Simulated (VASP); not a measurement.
Here is the system:

```xyz
4
Lattice="2.2784 -3.9463 0.0000 2.2784 3.9463 0.0000 0.0000 0.0000 7.4386" Properties=species:S:1:pos:R:3 pbc="T T T"
Ag     2.2784    -1.3154     3.7199
Ag     2.2784     1.3154     0.0006
I      2.2784    -1.3154     6.5082
I      2.2784     1.3154     2.7889
```

The numbers are results of PBEsol GGA with spin-orbit coupling, VASP's PBE PAW potentials (set 64) (plane waves; VASP 6.6.1), not measurements. Run with 400 eV cut-off, 5×5×3 Γ-centred mesh, Gaussian smearing of 0.050 eV, potentials Ag I.

Question: Give the energies of bands 27 to 40 at the high-symmetry points, in eV from the valence-band maximum.

Answer: 
```json
[
 {"band": "27", "Γ": "-1.13", "M": "-2.89", "K": "-2.94", "A": "-1.99", "L": "-3.04", "H": "-2.91"},
 {"band": "28", "Γ": "-1.13", "M": "-2.89", "K": "-2.83", "A": "-1.99", "L": "-3.04", "H": "-2.91"},
 {"band": "29", "Γ": "-0.82", "M": "-2.55", "K": "-2.83", "A": "-0.78", "L": "-1.66", "H": "-2.33"},
 {"band": "30", "Γ": "-0.82", "M": "-2.55", "K": "-2.73", "A": "-0.78", "L": "-1.66", "H": "-2.33"},
 {"band": "31", "Γ": "-0.65", "M": "-2.06", "K": "-1.86", "A": "-0.78", "L": "-1.66", "H": "-2.17"},
 {"band": "32", "Γ": "-0.65", "M": "-2.06", "K": "-1.82", "A": "-0.78", "L": "-1.66", "H": "-2.17"},
 {"band": "33", "Γ": "-0.04", "M": "-1.35", "K": "-1.82", "A": "-0.42", "L": "-1.38", "H": "-1.42"},
 {"band": "34", "Γ": "-0.04", "M": "-1.35", "K": "-1.78", "A": "-0.42", "L": "-1.38", "H": "-1.42"},
 {"band": "35", "Γ": "0.00", "M": "-0.93", "K": "-1.59", "A": "-0.42", "L": "-1.38", "H": "-1.37"},
 {"band": "36", "Γ": "0.00", "M": "-0.93", "K": "-1.59", "A": "-0.42", "L": "-1.38", "H": "-1.37"},
 {"band": "37", "Γ": "1.01", "M": "3.01", "K": "3.96", "A": "2.33", "L": "2.90", "H": "3.57"},
 {"band": "38", "Γ": "1.01", "M": "3.01", "K": "3.97", "A": "2.33", "L": "2.90", "H": "3.57"},
 {"band": "39", "Γ": "2.27", "M": "3.24", "K": "3.97", "A": "2.33", "L": "2.90", "H": "3.67"},
 {"band": "40", "Γ": "2.27", "M": "3.24", "K": "4.31", "A": "2.33", "L": "2.90", "H": "3.67"}
]
```

The gap is direct, 1.01 eV, from the valence maximum at Γ to the conduction minimum at Γ.

The compound is AgI in the wurtzite structure. It was relaxed first.
